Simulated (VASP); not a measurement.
All values below come from PBEsol GGA, VASP's PBE PAW potentials (set 64) (plane waves; VASP).

VASP ran on this input.

POSCAR:
```
CoGa
1.0
  2.8384735683   0.0000000000   0.0000000000
  0.0000000000   2.8384735683   0.0000000000
  0.0000000000   0.0000000000   2.8384735683
Ga Co
1 1
Cart
  1.4192367841   1.4192367841   1.4192367841
  0.0000000000   0.0000000000   0.0000000000
```

**KPOINTS**
```
Automatic mesh
0
Gamma
12 12 12
0 0 0
```

INCAR:
```
SYSTEM=CoGa
PREC=Accurate; ENCUT=400; LREAL=F
LASPH=T
EDIFF=1E-6; NELM=100; ALGO=Normal
LMAXMIX=4
ISMEAR=1; SIGMA=0.1
GGA=PS
IBRION=2; NSW=60; ISIF=3
EDIFFG=-0.01
LWAVE=F; LCHARG=F
```

POTCAR, in this order: Ga_d Co (PBE.64 set). Program: vasp_std.

What VASP printed:

### OUTCAR
```
 ion  position               nearest neighbor table
   1  0.500  0.500  0.500-   2 2.46   2 2.46   2 2.46   2 2.46   2 2.46   2 2.46   2 2.46   2 2.46
  LATTYP: Found a simple cubic cell.
 ALAT       =     2.8384735683
 Subroutine PRICEL returns:
 Original cell was already a primitive cell.
 Subroutine GETGRP returns: Found 48 space group operations
The static configuration has the point symmetry O_h .
The dynamic configuration has the point symmetry O_h .
 Subroutine INISYM returns: Found 48 space group operations
 Subroutine IBZKPT returns following result:
 Found     84 irreducible k-points:

 Following reciprocal coordinates:
            Coordinates               Weight
  0.000000  0.000000  0.000000      1.000000
  0.083333  0.000000  0.000000      6.000000
  0.166667  0.000000  0.000000      6.000000
  0.250000  0.000000  0.000000      6.000000
  0.333333  0.000000  0.000000      6.000000
  0.416667  0.000000  0.000000      6.000000
  0.500000  0.000000  0.000000      3.000000
  0.083333  0.083333  0.000000     12.000000
  0.166667  0.083333  0.000000     24.000000
  0.250000  0.083333  0.000000     24.000000
...
```

OSZICAR:
```
       N       E                     dE             d eps       ncg     rms          rms(c)
DAV:   1     0.862745103589E+02    0.86275E+02   -0.92890E+03  2704   0.224E+03
DAV:   2    -0.894762094852E+01   -0.95222E+02   -0.93161E+02  2632   0.324E+02
DAV:   3    -0.129410123301E+02   -0.39934E+01   -0.39779E+01  2961   0.733E+01
DAV:   4    -0.130002146491E+02   -0.59202E-01   -0.59188E-01  3455   0.822E+00
DAV:   5    -0.130013850559E+02   -0.11704E-02   -0.11704E-02  3045   0.996E-01    0.107E+01
DAV:   6    -0.140411143212E+02   -0.10397E+01   -0.26291E+01  2876   0.696E+01    0.118E+01
DAV:   7    -0.118050542814E+02    0.22361E+01   -0.10391E+01  2626   0.516E+01    0.185E+00
DAV:   8    -0.117831787075E+02    0.21876E-01   -0.28521E-01  2950   0.587E+00    0.700E-01
DAV:   9    -0.117749900548E+02    0.81887E-02   -0.24318E-02  3453   0.244E+00    0.158E-01
DAV:  10    -0.117745740874E+02    0.41597E-03   -0.72268E-04  3353   0.394E-01    0.800E-02
DAV:  11    -0.117745506417E+02    0.23446E-04   -0.15561E-04  3584   0.221E-01    0.157E-02
DAV:  12    -0.117745499854E+02    0.65626E-06   -0.67581E-06  3206   0.445E-02
   1 F= -.11774550E+02 E0= -.11774709E+02  d E =-.117745E+02
       N       E                     dE             d eps       ncg     rms          rms(c)
DAV:   1    -0.117766334389E+02   -0.20828E-02   -0.27787E-02  2569   0.323E+00    0.341E-01
DAV:   2    -0.117762884841E+02    0.34495E-03   -0.19984E-02  2606   0.216E+00    0.287E-01
DAV:   3    -0.117747499962E+02    0.15385E-02   -0.87016E-03  2662   0.143E+00    0.104E-01
DAV:   4    -0.117745558018E+02    0.19419E-03   -0.41408E-04  3393   0.313E-01    0.199E-02
DAV:   5    -0.117745372969E+02    0.18505E-04   -0.23801E-05  3419   0.847E-02    0.424E-03
DAV:   6    -0.117745370172E+02    0.27972E-06   -0.91731E-07  1927   0.160E-02
   2 F= -.11774537E+02 E0= -.11774696E+02  d E =0.129683E-04
       N       E                     dE             d eps       ncg     rms          rms(c)
DAV:   1    -0.117752189075E+02   -0.68161E-03   -0.85337E-03  2583   0.179E+00    0.189E-01
DAV:   2    -0.117751210397E+02    0.97868E-04   -0.62498E-03  2592   0.120E+00    0.161E-01
DAV:   3    -0.117746376560E+02    0.48338E-03   -0.27241E-03  2684   0.798E-01    0.574E-02
DAV:   4    -0.117745775616E+02    0.60094E-04   -0.12400E-04  3366   0.172E-01    0.110E-02
DAV:   5    -0.117745716312E+02    0.59305E-05   -0.73201E-06  3161   0.475E-02    0.235E-03
DAV:   6    -0.117745716062E+02    0.24941E-07   -0.30631E-07  1358   0.952E-03
   3 F= -.11774572E+02 E0= -.11774731E+02  d E =-.216208E-04
```

**OUTCAR**
```
------------------------ aborting loop because EDIFF is reached ----------------------------------------
  FORCE on cell =-STRESS in cart. coord.  units (eV):
  Direction    XX          YY          ZZ          XY          YZ          ZX
  --------------------------------------------------------------------------------------
  Total        0.0009303      0.0009303      0.0009303      0.0000000      0.0000000      0.0000000
  in kB        0.0652553      0.0652553      0.0652553      0.0000000      0.0000000      0.0000000
  external PRESSURE =       0.0652553 kB  Pullay stress =       0.0000000 kB
  volume of cell :       22.84
      direct lattice vectors                 reciprocal lattice vectors
     2.837307608  0.000000000 -0.000000000     0.352446805  0.000000000 -0.000000000
    -0.000000000  2.837307608 -0.000000000    -0.000000000  0.352446805 -0.000000000
     0.000000000  0.000000000  2.837307608     0.000000000  0.000000000  0.352446805
 POSITION                                       TOTAL-FORCE (eV/Angst)
 -----------------------------------------------------------------------------------
      1.41865      1.41865      1.41865        -0.000000     -0.000000      0.000000
      0.00000      0.00000      0.00000         0.000000      0.000000      0.000000
 -----------------------------------------------------------------------------------
    total drift:                               -0.000000      0.000000      0.000000
  FREE ENERGIE OF THE ION-ELECTRON SYSTEM (eV)
  ---------------------------------------------------
  free  energy   TOTEN  =       -11.7745716062 eV

  energy  without entropy=      -11.7750485326  energy(sigma->0) =      -11.77473058

 reached required accuracy - stopping structural energy minimisation
```
(Selected blocks of OUTCAR.)

**CONTCAR**
```
CoGa
   1.00000000000000
     2.8373076076486616    0.0000000000000000   -0.0000000000000000
    -0.0000000000000000    2.8373076076486616   -0.0000000000000000
     0.0000000000000000    0.0000000000000000    2.8373076076486616
  Ga              Co
     1     1
Direct
     0.5000000000000000    0.5000000000000000    0.5000000000000000
     0.0000000000000000    0.0000000000000000    0.0000000000000000
```

**OUTCAR**
```
 val. band max:       10.2223585481   @ k =   0.5000   0.4167   0.1667

 cond. band min:      10.2476948523   @ k =   0.5000   0.2500   0.0000


 Fermi energy:        10.2260742975

 k-point     1 :       0.0000    0.0000    0.0000
  band No.  band energies     occupation
      1      -4.9808      2.00000
      2      -4.9808      2.00000
      3      -4.5869      2.00000
      4      -4.5869      2.00000
      5      -4.5869      2.00000
      6      -2.2615      2.00000
      7       7.4799      2.00000
      8       7.4799      2.00000
      9       9.4413      2.00000
     10       9.4413      2.00000
     11       9.4413      2.00000
     12      15.5269      0.00000
     13      15.5269      0.00000
     14      15.5269      0.00000
     15      21.5575      0.00000

 k-point     2 :       0.0833    0.0000    0.0000
  band No.  band energies     occupation
      1      -4.9764      2.00000
      2      -4.9600      2.00000
      3      -4.5942      2.00000
      4      -4.5942      2.00000
      5      -4.5851      2.00000
      6      -2.1257      2.00000
      7       7.4555      2.00000
      8       7.4943      2.00000
      9       9.3464      2.00000
     10       9.3464      2.00000
     11       9.4415      2.00000
     12      14.5468      0.00000
     13      15.7713      0.00000
     14      15.7713      0.00000
     15      21.5783      0.00000

 k-point     3 :       0.1667    0.0000    0.0000
  band No.  band energies     occupation
      1      -4.9641      2.00000
      2      -4.9057      2.00000
      3      -4.6146      2.00000
      4      -4.6146      2.00000
      5      -4.5804      2.00000
      6      -1.7177      2.00000
      7       7.3051      2.00000
      8       7.5342      2.00000
      9       9.1091      2.00000
     10       9.1091      2.00000
     11       9.4416      2.00000
     12      12.7665      0.00000
     13      16.4566      0.00000
     14      16.4566      0.00000
     15      21.6408      0.00000
...
```

The compound is CoGa in the CsCl type structure. This run relaxes it. Symmetry was kept, so distortions that lower it aren't found. The start is the result of an earlier pass. The run is not spin-polarised, so no magnetic state was tried.
